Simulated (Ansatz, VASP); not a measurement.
# Cross-check of NiI2 between VASP and Ansatz

One calculation is typed for both programs; each brings its own data sets and cutoff. How far apart do they land? The cell is taken from a series of VASP runs on this material, whose earlier steps may have relaxed, scaled or displaced it; both programs get it as it stands.

Main program and level: Ansatz 0.2.0; plane waves, with VASP 6.6.1 beside it; single point at PBEsol, DFT+U.

**1. Starting point**

The structure is trigonal, space group R-3m (No. 166). The conventional cell has a = 3.892 Å, b = 3.892 Å, c = 19.634 Å, α = 90.00°, β = 90.00°, γ = 120.00°. Ni has 6 I at 2.78 Å nearest. Nearest to I lie 3 Ni at 2.78 Å. Farther neighbours and most contacts between anions are not listed.

**2. Ansatz: single point, PBEsol, DFT+U**

Ansatz runs on its default PAW (the set named soft_2) files.

With cell and atoms fixed, the geometry can't cause a difference; cores, projectors, grids and the points listed under the comparison can.

File input.yaml:

```yaml
crystal:
  lattice:
    - [1.946, 1.1235236238, 6.5446666667]
    - [-1.946, 1.1235236238, 6.5446666667]
    - [0.0, -4.4940944954, 13.0893333334]
  atoms:
    - { symbol: Ni, position: [0.0, 0.0, 0.0], spin: 2.0 }
    - { symbol: Ni, position: [0.0, 0.0, 0.5], spin: -2.0 }
    - { symbol: I, position: [0.25, 0.25, 0.125] }
    - { symbol: I, position: [0.25, 0.25, 0.625] }
    - { symbol: I, position: [0.75, 0.75, 0.375] }
    - { symbol: I, position: [0.75, 0.75, 0.875] }
hamiltonian:
  xc: pbesol
  pseudopotentials: { kind: paw }
  hubbard: { sites: [{ species: Ni, l: d, u_eff: 6.0 }] }
magnetization:
  spin_polarized: true
kpoints:
  mp_grid: { grid: [10, 10, 5] }
scf:
  occupations: { method: fermi_dirac, width: 0.1 }
  n_extra_bands: 9
output:
  forces: true
  stress: true
  eigenvalues: true
  write_density: true
  write_potential: true
  elf: true
  volumetric_format: npy
```

Started as:

```console
ansatz run input.yaml --threads 4 --pin off --max-ram 9216MiB --backend cpu --events-out ev --progress --plain --runs-dir out
```

Numbers of over 12 decimals in the logs are rounded to 6 here.

What it wrote:

```text
Ni: projections on atomic orbitals take those of the free atom [Ne] 3s2 3p6 3d8 4s2, of charge +0.00 (hamiltonian.pseudopotentials.projection_atoms); the dataset's partial waves leave at most 1.6e-6 of an orbital's norm unspanned inside its sphere
I: projections on atomic orbitals take those of the free atom [Kr] 4d10 5s2 5p5, of charge +0.00 (hamiltonian.pseudopotentials.projection_atoms); the dataset's partial waves leave at most 9.4e-6 of an orbital's norm unspanned inside its sphere
scf.n_extra_bands = 9 over 52 filled bands (N_el = 104.0): the run solves 61 bands
Engine: ansatz 0.2.0, x86_64-unknown-linux-gnu
Pseudopotentials: kind: paw
Pseudopotential: Ni, paw, valence charge 18, recommended cutoff 420 eV (normal), Ni.paw.azcp
Pseudopotential: I, paw, valence charge 17, recommended cutoff 420 eV (normal), I.paw.azcp
Functional definition: PBEsol
  exchange = pbesol_x
  correlation = pbesol_c
Crystal: 6 atoms, lattice volume = 171.709 Å³
Basis set: ecut = 420 eV, 3379 PW (Γ), exchange–correlation on 96×96×192 points (8 copies of the dense FFT grid, shifted against one another)
Bands: 61, of which v1, the nominal top of the filled ones, is band 52 counted from 1 (51 counted from 0)
Symmetry: 4 space group operations
Space group: C2/m (ITA 12), of the structure as read, at distance tolerance 5.6e-5 Å
Magnetic group: BNS 12.63 (UNI 70), of the structure as read, at distance tolerance 5.6e-5 Å
k-points: 141 of 500
Non-local potential: Ni, projectors of the file, l = 0: 3, l = 1: 2, l = 2: 3, l = 3: 1
Non-local potential: I, projectors of the file, l = 0: 2, l = 1: 2, l = 2: 2, l = 3: 2
PAW form: soft (Blöchl's): semilocal exchange-correlation on the pseudo side does not see the compensation charge
PAW frozen core: Ni, regenerated for the run's functional, and the local potential with it (the file was generated under x = pbe(κ = 0.804, μ = 0.219515), c = pbe(β = 0.066725))
PAW frozen core: I, regenerated for the run's functional, and the local potential with it (the file was generated under x = pbe(κ = 0.804, μ = 0.219515), c = pbe(β = 0.066725))
PAW one-centre angular grid: Ni, 590 points (default); XC on 64 Gauss nodes
PAW one-centre angular grid: I, 590 points (default); XC on 64 Gauss nodes
Initial density: superposition of atomic densities (chi_scale 0.1, normalization cell, long waves kept (reshape's long-wave potential 0.11 eV rms))
Starting moments: Σ|m| = 4 μB on 2 of 6 sites
Starting magnetic order: antiferromagnet; a translation exchanges its spin sublattices: spin-degenerate at every k-point
Initial wavefunctions: pseudopotential atomic-orbital guess
Functional: x = pbesol(κ = 0.804, μ = 0.123457), c = pbesol(β = 0.046)
SCF iter   1: F=—  HF=-41348.090651 eV  |F-HF|=—  |Δ(HF+E_count)|=         —  Δρ=1.44e-1 (↑1.44e-1 ↓1.44e-1)  dr2=9.69e1  dr2_m=1.33e1  M=0.000 μB ∫|m|=0.474 μB  β_m=0.30  ethr=3.10e-3  ⟨swp⟩=7.2  Hψ=33095  notcnv=0  defer=114
preconditioner: auto → Kerker (q_TF=auto, 2.510 Å⁻¹)  [metal: Δε(μ)=0.011 eV  Ē_g=10.363 eV  σ=0.100 eV  W_gap=0.03  n_scr=50 (ndim 8)  ℏωp=19.6 eV  f_vac=0.044  D(μ)=6.67/eV (n_scr^D=54)]
spin=Collinear: Kerker preconditioning applied to the charge; magnetization (m = ρ↑ − ρ↓) channel mixes plain (no charge-response kernel on spin).
SCF iter   2: F=—  HF=-41336.888607 eV  |F-HF|=—  |Δ(HF+E_count)|=    1.12e1  Δρ=4.66e-2 (↑4.66e-2 ↓4.66e-2)  dr2=1.49e1  dr2_m=2.45e0  M=0.000 μB ∫|m|=1.699 μB  β_m=0.30  ethr=3.10e-3  ⟨swp⟩=4.0  Hψ=22598  notcnv=0  defer=323
SCF iter   3: F=—  HF=-41335.190713 eV  |F-HF|=—  |Δ(HF+E_count)|=    1.70e0  Δρ=2.47e-2 (↑2.47e-2 ↓2.47e-2)  dr2=5.26e0  dr2_m=5.41e-1  M=0.000 μB ∫|m|=2.185 μB  β_m=0.30  ethr=3.10e-3  ⟨swp⟩=3.0  Hψ=11251  notcnv=0  defer=330
SCF iter   4: F=—  HF=-41334.506188 eV  |F-HF|=—  |Δ(HF+E_count)|=   6.85e-1  Δρ=1.90e-2 (↑1.90e-2 ↓1.90e-2)  dr2=9.00e-1  dr2_m=3.19e-1  M=0.000 μB ∫|m|=3.012 μB  β_m=1.00  ethr=3.10e-3  ⟨swp⟩=3.5  Hψ=17888  notcnv=0  defer=323
SCF iter   5: F=—  HF=-41335.115047 eV  |F-HF|=—  |Δ(HF+E_count)|=   6.09e-1  Δρ=1.08e-2 (↑1.08e-2 ↓1.08e-2)  dr2=5.47e-1  dr2_m=5.97e-2  M=0.000 μB ∫|m|=3.298 μB  β_m=1.00  ethr=8.66e-4  ⟨swp⟩=2.5  Hψ=13061  notcnv=0  defer=325
SCF iter   6: F=—  HF=-41335.676368 eV  |F-HF|=—  |Δ(HF+E_count)|=   5.61e-1  Δρ=3.24e-2 (↑3.24e-2 ↓3.24e-2)  dr2=4.96e0  dr2_m=4.51e-1  M=0.000 μB ∫|m|=2.779 μB  β_m=0.30  ethr=5.26e-4  ⟨swp⟩=4.2  Hψ=17924  notcnv=0  defer=322
SCF iter   7: F=—  HF=-41335.522465 eV  |F-HF|=—  |Δ(HF+E_count)|=   1.54e-1  Δρ=1.08e-2 (↑1.08e-2 ↓1.08e-2)  dr2=2.69e-1  dr2_m=1.45e-1  M=0.000 μB ∫|m|=3.421 μB  β_m=1.00  ethr=5.26e-4  ⟨swp⟩=3.5  Hψ=14322  notcnv=0  defer=322
SCF iter   8: F=—  HF=-41335.748683 eV  |F-HF|=—  |Δ(HF+E_count)|=   2.26e-1  Δρ=1.14e-3 (↑1.14e-3 ↓1.14e-3)  dr2=1.01e-2  dr2_m=5.94e-5  M=0.000 μB ∫|m|=3.405 μB  β_m=0.30  ethr=2.59e-4  ⟨swp⟩=2.4  Hψ=12350  notcnv=0  defer=322
SCF iter   9: F=—  HF=-41335.967695 eV  |F-HF|=—  |Δ(HF+E_count)|=   2.19e-1  Δρ=3.87e-3 (↑3.87e-3 ↓3.87e-3)  dr2=5.19e-2  dr2_m=1.32e-2  M=0.000 μB ∫|m|=3.476 μB  β_m=1.00  ethr=9.73e-6  ⟨swp⟩=2.0  Hψ=17129  notcnv=0  defer=318
SCF iter  10: F=—  HF=-41336.115105 eV  |F-HF|=—  |Δ(HF+E_count)|=   1.47e-1  Δρ=8.78e-3 (↑8.78e-3 ↓8.78e-3)  dr2=3.96e-1  dr2_m=3.30e-2  M=0.000 μB ∫|m|=3.576 μB  β_m=1.00  ethr=9.73e-6  ⟨swp⟩=2.0  Hψ=11346  notcnv=0  defer=318
[...]
spin-set hold released at iteration 12 (site moments contracting): the magnetisation degrees of freedom join the quasi-Newton model from the next iteration; the mixer history was flushed
[...]
SCF iter  17: F=—  HF=-41336.338178 eV  |F-HF|=—  |Δ(HF+E_count)|=   3.79e-4  Δρ=4.85e-4 (↑4.85e-4 ↓4.85e-4)  dr2=7.25e-4  dr2_m=1.25e-4  M=0.000 μB ∫|m|=3.634 μB  β_m=0.90  ethr=1.55e-6  ⟨swp⟩=2.0  Hψ=9456  notcnv=0  defer=307
SCF iter  18: F=—  HF=-41336.338153 eV  |F-HF|=—  |Δ(HF+E_count)|=   2.50e-5  Δρ=1.72e-4 (↑1.72e-4 ↓1.72e-4)  dr2=1.76e-4  dr2_m=1.61e-5  M=0.000 μB ∫|m|=3.636 μB  β_m=0.95  ethr=6.97e-7  ⟨swp⟩=2.0  Hψ=15332  notcnv=0  defer=307
SCF iter  19: F=—  HF=-41336.338153 eV  |F-HF|=—  |Δ(HF+E_count)|=   4.68e-7  Δρ=3.13e-5 (↑3.13e-5 ↓3.13e-5)  dr2=7.21e-6  dr2_m=5.06e-7  M=0.000 μB ∫|m|=3.636 μB  β_m=0.98  ethr=1.69e-7  ⟨swp⟩=2.0  Hψ=11046  notcnv=0  defer=307
SCF iter  20: F=—  HF=-41336.338157 eV  |F-HF|=—  |Δ(HF+E_count)|=   3.62e-6  Δρ=2.15e-5 (↑2.15e-5 ↓2.15e-5)  dr2=2.03e-6  dr2_m=2.27e-7  M=0.000 μB ∫|m|=3.636 μB  β_m=0.99  ethr=6.93e-9  ⟨swp⟩=2.0  Hψ=15389  notcnv=0  defer=307
SCF iter  21: F=—  HF=-41336.338158 eV  |F-HF|=—  |Δ(HF+E_count)|=   9.42e-7  Δρ=7.56e-6 (↑7.56e-6 ↓7.56e-6)  dr2=1.26e-7  dr2_m=3.31e-8  M=0.000 μB ∫|m|=3.636 μB  β_m=0.99  ethr=1.95e-9  ⟨swp⟩=2.0  Hψ=10894  notcnv=0  defer=307
SCF iter  22: F=-41336.338158 eV  HF=-41336.338158 eV  |F-HF|=1.02e-8  |Δ(HF+E_count)|=   2.33e-7  Δρ=3.67e-6 (↑3.67e-6 ↓3.67e-6)  dr2=4.65e-8  dr2_m=8.79e-9  M=0.000 μB ∫|m|=3.636 μB  ethr=9.62e-11  ⟨swp⟩=19.1  Hψ=68695  notcnv=0
SCF 1 converged in 22 iterations: F = -41336.338158 eV  dr2 = 4.65e-8
  greatest PAW one-centre occupation: 1.002 electrons in one spin orbital (limit 2), on the Ni atom at site 1 (counted from 0), in its partial waves of l = 1
Symmetry: 2 space group operations
k-points: 252 of 500
Initial density: read from a saved state, or passed on in memory by an earlier SCF of this step, an earlier step, the calling program or the single point that the run made first
Starting moments: Σ|m| = 4 μB on 2 of 6 sites; this step starts from the density that it was given
Initial wavefunctions: those read from a saved state, or passed on in memory by an earlier step or the calling program
the translation (0, 0, 0.5) carries every atom to within crystal.symmetry.tolerance of an atom of its element with the starting moment reversed, but both spin channels are solved: the run starts from a saved state that isn't shown to keep it, or this solve from the single point that its walk made first
iter 1 solved again at ethr=4.47e-11 eV; its pass at ethr=9.62e-7 eV (dr2=4.65e-8 eV) is discarded
SCF iter   1: F=—  HF=-41336.338158 eV  |F-HF|=—  |Δ(HF+E_count)|=         —  Δρ=3.67e-6 (↑3.67e-6 ↓3.67e-6)  dr2=4.65e-8  dr2_m=8.79e-9  M=0.000 μB ∫|m|=3.636 μB  ethr=4.47e-11  ⟨swp⟩=1.0  Hψ=134118  notcnv=0
preconditioner: auto → Resta (q_TF=auto, 2.510 Å⁻¹)  ε∞=5.2  [insulator: Δε(μ)=1.142 eV  Ē_g=9.589 eV  σ=0.100 eV  W_gap=0.99  n_scr=50 (ndim 8)  ℏωp=19.6 eV  f_vac=0.057  D(μ)=0.02/eV (n_scr^D=0)  ε∞_Penn≈5.2]
spin=Collinear: Resta preconditioning applied to the charge; magnetization (m = ρ↑ − ρ↓) channel mixes plain (no charge-response kernel on spin).
SCF iter   2: F=—  HF=-41336.338158 eV  |F-HF|=—  |Δ(HF+E_count)|=   8.41e-8  Δρ=4.62e-6 (↑4.62e-6 ↓4.62e-6)  dr2=1.86e-7  dr2_m=6.08e-9  M=0.000 μB ∫|m|=3.636 μB  β_m=0.30  ethr=4.47e-11  ⟨swp⟩=1.0  Hψ=127870  notcnv=0
SCF iter   3: F=-41336.338158 eV  HF=-41336.338158 eV  |F-HF|=5.69e-8  |Δ(HF+E_count)|=   2.60e-8  Δρ=2.55e-6 (↑2.55e-6 ↓2.55e-6)  dr2=7.72e-8  dr2_m=3.80e-9  M=-0.000 μB ∫|m|=3.636 μB  ethr=4.47e-11  ⟨swp⟩=1.0  Hψ=99098  notcnv=0
SCF 2 converged in 3 iterations: F = -41336.338158 eV  dr2 = 7.72e-8
SCF converged after 22 iterations
Magnetization: 0.0000 μB (52.0000 up, 52.0000 down)
Absolute magnetization: 3.6312 μB (∫|ρ↑−ρ↓|, with the PAW one-centre terms)
Spin contamination: 1.9796 ħ² per cell (⟨S²⟩ above its minimum at these occupations)
Per-site moments (μB) at R_I (Å): [(1.500522, 1.146591), (-1.500522, 1.146591), (0.050844, 1.146591), (-0.050844, 1.146591), (-0.050844, 1.146591), (0.050844, 1.146591)]
Free energy (F): -41336.338158 eV
Harris-Foulkes:  -41336.338158 eV  (|F-HF|=1.02e-8)
Internal energy: -41336.336178 eV  (E = F + TS)
E sigma→0 (E₀):  -41336.337168 eV
Entropy (-TS):   -0.001980 eV (-0.330 meV/atom)
Fermi energy:    8.530156 eV
--- Per-component energies (eV) ---
  E_band       = -2360.954058
  E_kinetic    = 1309.662750
  E_local      = -18014.264613  (includes V_loc(G=0)·N_el)
  E_nonlocal   = 931.662117
  E_hartree    = 8453.463940
  E_xc         = -670.927936
  E_vxc        = -723.499963  (∫ρ·V_xc dr)
  E_hubbard    = 2.548120  (on-site DFT+U / exact-exchange correction)
  E_vhub       = -45.915899  (the Hubbard potential's part of the band-sum identity)
  E_paw        = -22143.176608  (= ΣΔE_a)
  E_vpaw       = -2725.517653  (= ΣTr[D̂ρ^β])
  E_aug_tail   = 0.001037  (compensation charges beyond the density's cutoff)
  E_ewald      = -11207.348134
  E_core_change = 2.043146  (= ΣΔE_core)
  E_smearing   = -0.001980  (= −TS)
  E_closure    = -0.000000  (closes the sum)
  Σ components = -41336.338158   (vs F -41336.338158, Δ=0.00e0)
--- Forces (eV/Å), atoms counted from 1 ---
  atom   1  Ni     0.00000000     0.00000000     0.00000000
  atom   2  Ni     0.00000000     0.00000000     0.00000000
  atom   3  I      0.00000000     0.00650392     0.66961276
  atom   4  I      0.00000000     0.00650392     0.66961276
  atom   5  I      0.00000000    -0.00650392    -0.66961276
  atom   6  I      0.00000000    -0.00650392    -0.66961276
  max |Σ_I F_I| component: 8.67e-19 eV/Å
--- Stress (GPa, compression-positive) ---
       -0.648620       0.000000       0.000000
        0.000000      -0.606185      -0.059749
        0.000000      -0.059759      -2.746435
  P = ⅓ Tr σ = -1.3337 GPa (-13.337 kbar)
--- Band table (eV; the first three rows and the last of 282) ---
  k-point 0 ↑: bands = [... 48 lower, 7.6881, 7.7068, 7.8826, 7.8850, 9.4950, 9.5218, 11.4844, 11.7544, ... 5 higher]
  k-point 1 ↑: bands = [... 48 lower, 7.3367, 7.6074, 7.6575, 7.8016, 9.4234, 9.4754, 11.6264, 12.2477, ... 5 higher]
  k-point 2 ↑: bands = [... 48 lower, 7.0044, 7.3351, 7.5625, 7.6985, 9.3619, 9.4477, 12.0009, 12.5385, ... 5 higher]
  k-point 140 ↓: bands = [... 48 lower, 6.7766, 7.0956, 7.1413, 8.0283, 9.3069, 9.6545, 11.4109, 12.4536, ... 5 higher]
Occupation matrices written to <dir>
```

Elapsed: 1.8 min, on 4 threads of Intel Xeon Platinum 8488C (Sapphire Rapids), shared host; peak memory 3.9 GiB; 6.4 min of CPU time.

The column dr2 measures how far the density is from self-consistency, as an energy; F and HF (Harris–Foulkes) agree once it is small.

The run ends at a pressure of -1.33 GPa, with forces up to 0.67 eV/Å.

(Part 1 of 2 ends here.)

[Lines on the potential files, build, host, timing and source positions are cut from VASP's logs without a mark.]

[Logs are printed without paths, hosts, clocks, repeated set-up lines and the standing remarks that a program may print on its own settings, such as how far it seeks lower states.]

[Hosts, paths, dates, database ids (printed as entryN), source tags and the programs' standing remarks are cut or masked in the printed files.]
